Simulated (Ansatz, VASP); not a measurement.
# One calculation of HfAs3, two programs

```
CELL_PARAMETERS angstrom
-2.77250 2.77250 2.77250
2.77250 -2.77250 2.77250
2.77250 2.77250 -2.77250
ATOMIC_POSITIONS crystal
Hf 0.00000 0.00000 0.00000
As 0.00000 0.50000 0.50000
As 0.50000 0.00000 0.50000
As 0.50000 0.50000 0.00000
```

Alike in both runs: functional PBE; k mesh 6 × 6 × 6; occupations gaussian, width 0.1 eV; no spin polarisation.

Ansatz relaxed the structure, and its values are those at the end. VASP's run is a single point on that final structure, the one shown.

```csv
,VASP,Ansatz
version,VASP 6.6.1,Ansatz 0.2.0
potentials or method,"VASP PAW PBE potentials, release 64 (Hf_pv, As)","scalar-relativistic, plane waves, PAW"
plane-wave cutoff (eV),520,420
valence electrons in the cell,25,71
```

Ansatz gave:

| Property | Result |
| --- | --- |
| gap on the k mesh at the Fermi level (eV) | none |
| pressure (GPa) | 0.1 |

Question: What did VASP give for the same quantities?

Answer: gap on the k mesh at the Fermi level (eV): none; pressure (GPa): 0.0.

A gap of «none» marks a metal or a gap that the smearing closes. The two sets of potentials don't hold the same shells in valence.

The runs have no spin-orbit coupling, so splittings on Hf are missing.
